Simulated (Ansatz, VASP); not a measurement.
**Cross-check of Tl2Se between VASP and Ansatz**

Aim: how closely do two programs agree when they are given the same cell, functional and k mesh? The cell is generated by rule, not measured, and may not be a known phase. The cell is taken from a series of VASP runs on this material, whose earlier steps may have relaxed, scaled or displaced it; both programs get it as it stands.

Calculated with Ansatz 0.2.0; plane waves, with VASP 6.6.1 beside it; single point at HSE06.

The structure was built from a prototype and need not be the compound's stable phase.

## 1. The structure

Symmetry: Fm-3m, No. 225, cubic system. Conventional cell: a = 6.375 Å, b = 6.375 Å, c = 6.375 Å, α = 90.00°, β = 90.00°, γ = 90.00°. Se has 8 Tl at 2.76 Å nearest. Nearest to Tl lie 4 Se at 2.76 Å. Farther neighbours and most contacts between anions are not listed.

Structure file:

```xyz
3
Lattice="0.0000 3.1874 3.1874 3.1874 0.0000 3.1874 3.1874 3.1874 0.0000" Properties=species:S:1:pos:R:3 pbc="T T T"
Se    0.0000    0.0000    0.0000
Tl    1.5937    1.5937    1.5937
Tl    4.7812    4.7812    4.7812
```

## 2. VASP: single point, HSE06

With cell and atoms fixed, the geometry can't cause a difference; cores, projectors, grids and the points listed under the comparison can.

Lines of VASP's logs that name or quote its potential files are left out, and so is its time.

The run reads the wave functions of an earlier VASP run, which isn't shown here.

Contents of INCAR:

```
SYSTEM = Tl2Se
PREC = Accurate
ENCUT = 400
EDIFF = 1E-06
NELM = 100
ISMEAR = 0
SIGMA = 0.02
LREAL = .FALSE.
ALGO = Normal
LHFCALC = .TRUE.
AEXX = 0.25
GGA = PE
HFSCREEN = 0.2
LASPH = .TRUE.
NBANDS = 22
PRECFOCK = Fast
LORBIT = 11
LWAVE = .FALSE.
LCHARG = .FALSE.
KPAR = 4
ISIF = 2
```

Contents of POSCAR:

```
Tl2Se
1.0
    0.0000000000      3.1874400000      3.1874400000
    3.1874400000      0.0000000000      3.1874400000
    3.1874400000      3.1874400000      0.0000000000
Se Tl
1 2
Direct
    0.0000000000      0.0000000000      0.0000000000
    0.2500000000      0.2500000000      0.2500000000
    0.7500000000      0.7500000000      0.7500000000
```

Contents of KPOINTS:

```
Automatic mesh
0
Gamma
4 4 4
0 0 0
```

Potentials, in the order of the species: Se and Tl_d (PBE family, release 64).

The run is started by

```sh
$ mpirun -np 4 vasp_std
```

Numbers of over 12 decimals in the logs are rounded to 6 here.

Output:

```text
[banner, memory and clock lines left out]
running    4 mpi-ranks, on    1 nodes
 distrk:  each k-point on    1 cores,    4 groups
 distr:  one band on    1 cores,    1 groups

 POSCAR found type information on POSCAR SeTl
 POSCAR found :  2 types and       3 ions
 LDA part: xc-table for (Slater+PW92), standard interpolation
 found WAVECAR, reading the header
 POSCAR, INCAR and KPOINTS ok, starting setup
 FFT: planning ... GRIDC
 FFT: planning ... GRID_SOFT
 FFT: planning ... GRID
 reading WAVECAR
 the WAVECAR file was read successfully
 initial charge from wavefunction
 entering main loop
       N       E                     dE             d eps       ncg     rms          rms(c)
DAV:   1    -0.731912231926E+01   -0.73191E+01   -0.58469E-01   352   0.618E+00    0.137E+00
DAV:   2    -0.731984348116E+01   -0.72116E-03   -0.22278E-02   382   0.113E+00    0.868E-01
DAV:   3    -0.731832248852E+01    0.15210E-02   -0.46928E-03   370   0.558E-01    0.447E-01
DAV:   4    -0.731811942967E+01    0.20306E-03   -0.59636E-04   370   0.196E-01    0.238E-01
DAV:   5    -0.731808615511E+01    0.33275E-04   -0.67341E-05   370   0.644E-02    0.132E-01
DAV:   6    -0.731808134535E+01    0.48098E-05   -0.12593E-05   384   0.252E-02    0.737E-02
DAV:   7    -0.731808116988E+01    0.17546E-06   -0.24108E-06   364   0.105E-02
   1 F= -.73180812E+01 E0= -.73177499E+01  d E =-.662517E-03
```

Parts of OUTCAR (step 2):

```text
ion  position               nearest neighbor table
   1  0.000  0.000  0.000-   3 2.76   3 2.76   3 2.76   2 2.76   3 2.76   2 2.76   2 2.76   2 2.76

  LATTYP: Found a face centered cubic cell.
 ALAT       =     6.3748800000

 Subroutine GETGRP returns: Found 48 space group operations
 (whereof 48 operations were pure point group operations)

The static configuration has the point symmetry O_h .

 Found      8 irreducible k-points:

   k-points           NKPTS =      8   k-points in BZ     NKDIM =     64   number of bands    NBANDS=     22

   dimension x,y,z NGX =    30 NGY =   30 NGZ =   30
   dimension x,y,z NGXF=    60 NGYF=   60 NGZF=   60

   ENCUT  =  400.0 eV  29.40 Ry    5.42 a.u.   7.35  7.35  7.35*2*pi/ulx,y,z

   NELECT =      32.0000    total number of electrons

 k-points in reciprocal lattice and weights: Automatic mesh
   0.00000000  0.00000000  0.00000000       0.016
   0.25000000  0.00000000  0.00000000       0.125
   0.50000000  0.00000000  0.00000000       0.062
   0.25000000  0.25000000  0.00000000       0.094
   0.50000000  0.25000000  0.00000000       0.375
  -0.25000000  0.25000000  0.00000000       0.188
   0.50000000  0.50000000  0.00000000       0.047
  -0.25000000  0.50000000  0.25000000       0.094

  exchange ACFDT corr.  =         0.00000000  see jH, gK, PRB 81, 115126

 average (electrostatic) potential at core
       1 -46.7877       2 -75.3899       3 -75.3899

 E-fermi :   9.5536

 k-point     1 :       0.0000    0.0000    0.0000
  band No.  band energies     occupation
    ...
     15       5.2675      2.00000
     16       7.0422      2.00000
     17       8.8194      2.00000
     18       8.8194      2.00000
     19       8.8194      2.00000
     20      15.2495      0.00000
     21      15.2495      0.00000
     22      15.2495      0.00000

 k-point     2 :       0.2500    0.0000    0.0000
  band No.  band energies     occupation
    ...
     12       0.3297      2.00000
     13       3.4608      2.00000
     14       4.6641      2.00000
     15       4.6641      2.00000
     16       7.7474      2.00000
     17       9.8747      0.00000
     18       9.8747      0.00000
     19      11.9077      0.00000
     20      14.2190      0.00000
     21      14.2190      0.00000
    ...

 k-point     3 :       0.5000    0.0000    0.0000
  band No.  band energies     occupation
    ...
     11      -4.2103      2.00000
     12      -1.8323      2.00000
     13       2.5850      2.00000
     14       4.2638      2.00000
     15       4.2638      2.00000
     16      10.0841      0.00000
     17      10.2597      0.00000
     18      10.2597      0.00000
     19      12.2146      0.00000
     20      15.3590      0.00000
    ...

  Total       15.0661358     15.0661358     15.0661358      0.0000000     -0.0000000      0.0000000
  in kB      372.6974384    372.6974384    372.6974384      0.0000000     -0.0000000      0.0000000
  external PRESSURE =     372.6974384 kB  Pullay stress =       0.0000000 kB

  energy-cutoff  :      400.00
  volume of cell :       64.77
      direct lattice vectors                 reciprocal lattice vectors
     0.000000000  3.187440000  3.187440000    -0.156865698  0.156865698  0.156865698
     3.187440000  0.000000000  3.187440000     0.156865698 -0.156865698  0.156865698
     3.187440000  3.187440000  0.000000000     0.156865698  0.156865698 -0.156865698

 POSITION                                       TOTAL-FORCE (eV/Angst)
 -----------------------------------------------------------------------------------
      0.00000      0.00000      0.00000        -0.000000      0.000000     -0.000000
      1.59372      1.59372      1.59372         0.000000      0.000000      0.000000
      4.78116      4.78116      4.78116        -0.000000     -0.000000     -0.000000
 -----------------------------------------------------------------------------------
    total drift:                                0.000000      0.000000      0.000000

  FREE ENERGIE OF THE ION-ELECTRON SYSTEM (eV)
  ---------------------------------------------------
  free  energy   TOTEN  =        -7.3180811699 eV

  energy  without entropy=       -7.3174186525  energy(sigma->0) =       -7.31774991

 total charge
# of ion       s       p       d       tot
------------------------------------------
    1        1.560   2.381   0.081   4.021
    2        1.278   0.504   9.695  11.477
    3        1.278   0.504   9.695  11.477
--------------------------------------------------
tot          4.116   3.389  19.470  26.975

[... 3 further parts left out ...]
```

The k-mesh is coarse for exact exchange; levels may shift by about 0.1 eV on a finer one. The k-mesh is coarse for a metal. This run has no path, so its gap is read on the mesh alone, an upper bound where the band edges lie off the mesh.

## 3. Ansatz: single point, HSE06

Ansatz runs on its default PAW (the set named soft_2) files.

The same cell, functional, mesh and smearing now go to Ansatz, which takes its cutoff from its data sets.

Contents of input.yaml:

```yaml
crystal:
  lattice:
    - [0.0, 3.18744, 3.18744]
    - [3.18744, 0.0, 3.18744]
    - [3.18744, 3.18744, 0.0]
  atoms:
    - { symbol: Se, position: [0.0, 0.0, 0.0] }
    - { symbol: Tl, position: [0.25, 0.25, 0.25] }
    - { symbol: Tl, position: [0.75, 0.75, 0.75] }
hamiltonian:
  xc: { exchange: pbe, correlation: pbe, exx: { coeff: 0.25, omega: 0.2 } }
  pseudopotentials: { kind: paw }
kpoints:
  mp_grid: { grid: [4, 4, 4] }
scf:
  occupations: { method: gaussian, width: 0.02 }
  n_extra_bands: 4
output:
  forces: true
  stress: true
  eigenvalues: true
```

The run is started by

```sh
$ ansatz run input.yaml --threads 4 --pin off --max-ram 9216MiB --backend cpu --events-out ev --progress --plain --runs-dir out
```

Output:

```text
Warning: output.stress: scf.convergence.dr2_threshold = 1e-7 eV (the SCF's general default) is looser than the 3e-10 eV advised for a printed stress (1e-10 eV for each atom of the cell: 3). What an SCF threshold leaves in a stress goes as its square root, and in the free energy as the threshold itself, and one threshold admits the most on a small cell: [figures from the program's tests cut] Set scf.convergence.dr2_threshold to 3e-10 eV or tighter. The threshold is an SCF's pass mark: one that does not reach it within its budget of iterations ends unconverged, or closes short of it on a stop that the run arms, and scf.convergence.dr2_threshold's page says what that costs each kind of run
Warning: output.stress: scf.exx.energy_threshold = 1e-6 eV is looser than the 3e-8 eV advised for a stress under a hybrid functional (1e-8 eV for each atom of the cell: 3). Every SCF of the exchange loop can meet its threshold on dr2 while the loop round them stops early: no threshold on dr2 bounds what that leaves in the stress. Set scf.exx.energy_threshold to 3e-8 eV or tighter. The threshold is the loop's pass mark: a loop that does not reach it within its budget of cycles ends unconverged, and scf.exx.energy_threshold's page has the law
scf.n_extra_bands = 4 over 21 filled bands (N_el = 42.0): the run solves 25 bands
Engine: ansatz 0.2.0, aarch64-unknown-linux-gnu
Pseudopotentials: kind: paw
Pseudopotential: Se, paw, valence charge 16, recommended cutoff 420 eV (normal), Se.paw.azcp
Pseudopotential: Tl, paw, valence charge 13, recommended cutoff 420 eV (normal), Tl.paw.azcp
Functional definition: unnamed
  parameter a_1 = 0.25
  parameter omega_1 = 0.2/angstrom
  exchange = pbe_x + (-a_1)*pbe_x_sr(omega_1) + a_1*exact_x_sr(omega_1)
  correlation = pbe_c
Crystal: 3 atoms, lattice volume = 64.767 Å³
Basis set: ecut = 420 eV, 1243 PW (Γ), exchange–correlation on 64×64×64 points (8 copies of the dense FFT grid, shifted against one another)
Bands: 25, of which v1, the nominal top of the filled ones, is band 21 counted from 1 (20 counted from 0)
Symmetry: 48 space group operations
Space group: Fm-3m (ITA 225), of the structure as read, at distance tolerance 4.0e-5 Å
k-points: 8 of 64
Non-local potential: Se, projectors of the file, l = 0: 2, l = 1: 2, l = 2: 3, l = 3: 1
Non-local potential: Tl, projectors of the file, l = 0: 2, l = 1: 2, l = 2: 2, l = 3: 1
PAW form: soft (Blöchl's): semilocal exchange-correlation on the pseudo side does not see the compensation charge
PAW frozen core: Se, regenerated for the run's functional, and the local potential with it (the file was generated under x = pbe(κ = 0.804, μ = 0.219515), c = pbe(β = 0.066725))
PAW frozen core: Tl, regenerated for the run's functional, and the local potential with it (the file was generated under x = pbe(κ = 0.804, μ = 0.219515), c = pbe(β = 0.066725))
PAW one-centre angular grid: Se, 590 points (default); XC on 64 Gauss nodes
PAW one-centre angular grid: Tl, 590 points (default); XC on 64 Gauss nodes
Initial density: superposition of atomic densities (neutral atoms: chi_scale 0, normalization atom), corrected by the library's trained network
Initial wavefunctions: pseudopotential atomic-orbital guess
Functional: x = pbe(κ = 0.804, μ = 0.219515), c = pbe(β = 0.066725), warm-up for x = pbe(κ = 0.804, μ = 0.219515) + 0.25 (exact − pbe) at short range (hse, ω = 0.2 Å⁻¹), c = pbe(β = 0.066725)
SCF iter   1: F=—  HF=-28355.112128 eV  |F-HF|=—  |Δ(HF+E_count)|=         —  Δρ=5.97e-3  dr2=3.52e-2  ethr=1.77e-3  ⟨swp⟩=8.6  Hψ=849  notcnv=0
preconditioner: auto → none  [insulator: Δε(μ)=0.625 eV  Ē_g=13.085 eV  σ=0.020 eV  W_gap=0.83  n_scr=14 (ndim 8)  ℏωp=26.1 eV  f_vac=0.032  D(μ)=3.31/eV (n_scr^D=26)]
iter 2 solved again at ethr=6.32e-6 eV; its pass at ethr=8.39e-5 eV (dr2=2.65e-3 eV) is discarded
SCF iter   2: F=—  HF=-28355.104342 eV  |F-HF|=—  |Δ(HF+E_count)|=   7.79e-3  Δρ=1.68e-3  dr2=2.69e-3  ethr=6.32e-6  ⟨swp⟩=3.8  Hψ=933  notcnv=0  defer=1
SCF iter   3: F=—  HF=-28355.103658 eV  |F-HF|=—  |Δ(HF+E_count)|=   6.84e-4  Δρ=9.87e-4  dr2=4.88e-4  ethr=6.32e-6  ⟨swp⟩=3.8  Hψ=478  notcnv=0
SCF iter   4: F=—  HF=-28355.103828 eV  |F-HF|=—  |Δ(HF+E_count)|=   1.70e-4  Δρ=2.42e-4  dr2=4.56e-5  ethr=1.16e-6  ⟨swp⟩=3.4  Hψ=408  notcnv=0
SCF iter   5: F=—  HF=-28355.103847 eV  |F-HF|=—  |Δ(HF+E_count)|=   1.93e-5  Δρ=3.43e-5  dr2=1.04e-6  ethr=1.09e-7  ⟨swp⟩=3.6  Hψ=447  notcnv=0  defer=1
SCF iter   6: F=—  HF=-28355.103849 eV  |F-HF|=—  |Δ(HF+E_count)|=   2.25e-6  Δρ=1.00e-5  dr2=3.85e-8  ethr=2.48e-9  ⟨swp⟩=4.2  Hψ=600  notcnv=0
SCF iter   7: F=—  HF=-28355.103849 eV  |F-HF|=—  |Δ(HF+E_count)|=   4.87e-9  Δρ=2.56e-6  dr2=4.69e-9  ethr=9.17e-11  ⟨swp⟩=3.9  Hψ=550  notcnv=0
SCF iter   8: F=-28355.103849 eV  HF=-28355.103849 eV  |F-HF|=5.09e-11  |Δ(HF+E_count)|=   1.40e-9  Δρ=4.09e-7  dr2=5.71e-11  ethr=1.12e-11  ⟨swp⟩=3.2  Hψ=540  notcnv=0
SCF 1 converged in 8 iterations: F = -28355.103849 eV  dr2 = 5.71e-11
  greatest PAW one-centre occupation: 1.000 electrons in one spin orbital (limit 2), on the Se atom at site 0 (counted from 0), in its partial waves of l = 2
Initial density: handed on by an earlier stage of this run
Initial wavefunctions: those handed on with the density
Functional: x = pbe(κ = 0.804, μ = 0.219515) + 0.25 (exact − pbe) at short range (hse, ω = 0.2 Å⁻¹), c = pbe(β = 0.066725)
Exchange kernel: α = 0.2500, screened, ω = 0.2000 Å⁻¹, Wigner–Seitz truncation, v(0) = 1119.2313 eV·Å³, q-mesh 4×4×4, nearest image of the exchange supercell L = 18.03 Å, pair-density grid 18×18×18, without the augmentation charges, whose exchange is taken in its separable form by FFT convolution over the k-point mesh (sized by the pseudopotential files, 25×25×25 at the most), smooth part of the exact exchange by density-matrix convolution
Frozen-core exchange: fock
iter 1 solved again at ethr=3.02e-5 eV; its pass at ethr=1.00e-1 eV (dr2=1.27e-2 eV) is discarded
[...]
preconditioner: auto → none  [insulator: Δε(μ)=0.744 eV  Ē_g=14.892 eV  σ=0.020 eV  W_gap=0.83  n_scr=14 (ndim 8)  ℏωp=26.1 eV  f_vac=0.039  D(μ)=3.31/eV (n_scr^D=26)]
[...]
SCF iter   4: F=—  HF=-28363.588166 eV  |F-HF|=—  |Δ(HF+E_count)|=   6.59e-3  Δρ=7.19e-4  dr2=2.63e-4  ethr=1.59e-7  ⟨swp⟩=5.0  Hψ=777  notcnv=0
SCF iter   5: F=—  HF=-28363.588063 eV  |F-HF|=—  |Δ(HF+E_count)|=   1.04e-4  Δρ=4.95e-5  dr2=7.80e-6  ethr=1.59e-7  ⟨swp⟩=4.0  Hψ=557  notcnv=0
SCF iter   6: F=-28363.588062 eV  HF=-28363.588062 eV  |F-HF|=2.82e-7  |Δ(HF+E_count)|=   7.47e-7  Δρ=2.35e-5  dr2=6.60e-6  ethr=3.21e-9  ⟨swp⟩=4.0  Hψ=607  notcnv=0
SCF 2 stopped early in 6 iterations: F = -28363.588062 eV  dr2 = 6.60e-6
hybrid outer 1: dexx = +7.030e-3 eV, tail = 4.56e-5 eV
Exchange kernel: α = 0.2500, screened, ω = 0.2000 Å⁻¹, Wigner–Seitz truncation, v(0) = 1119.2313 eV·Å³, q-mesh 4×4×4, nearest image of the exchange supercell L = 18.03 Å, pair-density grid 18×18×18, without the augmentation charges, whose exchange is taken in its separable form by FFT convolution over the k-point mesh (sized by the pseudopotential files, 25×25×25 at the most), smooth part of the exact exchange by density-matrix convolution
Frozen-core exchange: fock
SCF iter   1: F=—  HF=-28363.588075 eV  |F-HF|=—  |Δ(HF+E_count)|=         —  Δρ=5.36e-5  dr2=2.07e-6  ethr=5.43e-7  ⟨swp⟩=3.5  Hψ=419  notcnv=0
preconditioner: auto → none  [insulator: Δε(μ)=0.748 eV  Ē_g=14.828 eV  σ=0.020 eV  W_gap=0.83  n_scr=14 (ndim 8)  ℏωp=26.1 eV  f_vac=0.040  D(μ)=3.31/eV (n_scr^D=26)]
SCF iter   2: F=—  HF=-28363.588076 eV  |F-HF|=—  |Δ(HF+E_count)|=   6.67e-7  Δρ=1.68e-5  dr2=1.29e-6  ethr=2.14e-9  ⟨swp⟩=4.2  Hψ=630  notcnv=0
SCF iter   3: F=—  HF=-28363.588087 eV  |F-HF|=—  |Δ(HF+E_count)|=   1.15e-5  Δρ=2.27e-5  dr2=6.88e-7  ethr=1.24e-10  ⟨swp⟩=5.0  Hψ=741  notcnv=0
SCF iter   4: F=—  HF=-28363.588087 eV  |F-HF|=—  |Δ(HF+E_count)|=   1.79e-7  Δρ=1.28e-5  dr2=1.52e-7  ethr=1.24e-10  ⟨swp⟩=4.9  Hψ=616  notcnv=0
SCF iter   5: F=—  HF=-28363.588087 eV  |F-HF|=—  |Δ(HF+E_count)|=   5.28e-8  Δρ=3.01e-6  dr2=2.16e-8  ethr=1.24e-10  ⟨swp⟩=4.0  Hψ=483  notcnv=0
SCF iter   6: F=—  HF=-28363.588087 eV  |F-HF|=—  |Δ(HF+E_count)|=   1.61e-9  Δρ=5.83e-7  dr2=1.75e-8  ethr=1.26e-11  ⟨swp⟩=3.4  Hψ=459  notcnv=0
SCF iter   7: F=-28363.588087 eV  HF=-28363.588087 eV  |F-HF|=7.39e-9  |Δ(HF+E_count)|=   1.02e-7  Δρ=3.10e-6  dr2=1.04e-8  ethr=1.00e-12  ⟨swp⟩=5.4  Hψ=785  notcnv=0
SCF 3 converged in 7 iterations: F = -28363.588087 eV  dr2 = 1.04e-8
  Residual-converged pass: ⟨swp⟩=1.6  Hψ=207  notcnv=0  max |occ|·‖R‖ = 2.3e-6 eV (tolerance 2.4e-6 eV)  dr2=1.04e-8  dr2_onsite=2.55e-10  max |Δocc| = 1.8e-112
hybrid outer 2: dexx = +9.754e-7 eV, tail = 3.96e-8 eV, Δε = 2.49e-3 eV (about 1.14e-4 eV left of the loop's levels)
hybrid SCF converged: 2 outer / 13 inner (+8 warm-up), last move |dexx| = 9.75e-7 eV, tail = 3.96e-8 eV
Stability not checked: this state was not tested for a lower state beside it, because the functional holds exact exchange (a hybrid, or Hartree-Fock), whose exchange loop this test does not read (fock_operator; see scf.lower_state_search)
Free energy (F): -28363.588087 eV
Frozen-core exchange: fock
Harris-Foulkes:  -28363.588087 eV  (|F-HF|=7.39e-9)
Internal energy: -28363.587425 eV  (E = F + TS)
E sigma→0 (E₀):  -28363.587756 eV
Entropy (-TS):   -0.000663 eV (-0.221 meV/atom)
Fermi energy:    14.704740 eV
--- Per-component energies (eV) ---
  E_band       = -303.752265
  E_kinetic    = 803.722044
  E_local      = -3943.834217  (includes V_loc(G=0)·N_el)
  E_nonlocal   = 37.539417
  E_hartree    = 1804.590479
  E_xc         = -458.018236
  E_vxc        = -314.965080  (∫ρ·V_xc dr)
  E_exx        = -125.891928  (= α·E_x^exact, valence–valence)
  E_paw        = -22236.258976  (= ΣΔE_a)
  E_vpaw       = -243.607468  (= ΣTr[D̂ρ^β])
  E_aug_tail   = -0.000483  (compensation charges beyond the density's cutoff)
  E_ewald      = -4245.376068
  E_core_change = -0.059455  (= ΣΔE_core)
  E_smearing   = -0.000663  (= −TS)
  E_closure    = 0.000000  (closes the sum)
  Σ components = -28363.588087   (vs F -28363.588087, Δ=3.64e-12)
--- Forces (eV/Å), atoms counted from 1 ---
  atom   1  Se    -0.00000000     0.00000000    -0.00000000
  atom   2  Tl    -0.00000000     0.00000000    -0.00000000
  atom   3  Tl    -0.00000000    -0.00000000     0.00000000
  max |Σ_I F_I| component: 8.33e-17 eV/Å
--- Stress (GPa, compression-positive) ---
       37.307196       0.000000      -0.000000
        0.000000      37.307196      -0.000000
       -0.000000       0.000000      37.307196
  P = ⅓ Tr σ = 37.3072 GPa (373.072 kbar)
--- Band table (eV; the first three rows and the last of 8) ---
  k-point 0: bands = [... 17 lower, 10.4226, 10.4226, 10.4226, 12.2139, 13.9700, 13.9700, 13.9700, 20.3883]
  k-point 1: bands = [... 17 lower, 8.6242, 9.8187, 9.8187, 12.9107, 15.0246, 15.0246, 17.0595, 19.3656]
  k-point 2: bands = [... 17 lower, 7.7497, 9.4180, 9.4180, 15.2491, 15.4097, 15.4097, 17.3650, 20.5164]
  k-point 7: bands = [... 17 lower, 4.8432, 7.0374, 13.0382, 13.0382, 14.7184, 15.5868, 20.0603, 20.0603]
```

Run time: 8.7 s. Hardware: 4 threads of Arm Neoverse V1, shared host; peak memory 0.89 GiB; 29 s of CPU time.

In the SCF lines HF is the Harris–Foulkes energy and dr2 the Hartree energy of the density residual, in eV; the loop may stop once dr2 is under the threshold and the program's other checks hold. Hψ counts applications of the Hamiltonian.

The run ends at a pressure of 37.31 GPa.

## 4. Differences

Known differences besides the potentials themselves: exact exchange at q = 0 is treated differently, which shows on coarse meshes; VASP keeps PBE cores, Ansatz makes them for the functional; the data sets hold 42 valence electrons in Ansatz (default PAW (the set named soft_2) files) and 32 in VASP; the cutoff is 420 eV in Ansatz and 400 eV in VASP; VASP takes a coarser grid for exact exchange (PRECFOCK = Fast). Total energies have different zeros and are not compared.

The two programs side by side:

| quantity | Ansatz | VASP | difference |
| --- | --- | --- | --- |
| pressure (GPa) | 37.31 | 37.27 | +0.04 |
| pressure without Ansatz's Pulay correction (GPa) | 37.25 | 37.27 | -0.02 |

Ansatz's pressure holds a Pulay correction of 0.06 GPa; VASP's holds none.

## 5. Results

| Property | Result |
| --- | --- |
| difference in pressure (single point, HSE06) | 0.037 GPa |

What this shows: The difference in pressure is 0.037 GPa (single point, HSE06), within the 1 GPa picked in this series as the mark of a large difference. How closely two codes agree says nothing of how well the functional describes the real material.

[Lines on the potential files, build, host, timing and source positions are cut from VASP's logs without a mark.]

[Logs are printed without paths, hosts, clocks, repeated set-up lines and the standing remarks that a program may print on its own settings, such as how far it seeks lower states.]

[Hosts, paths, dates, database ids (printed as entryN), source tags and the programs' standing remarks are cut or masked in the printed files.]
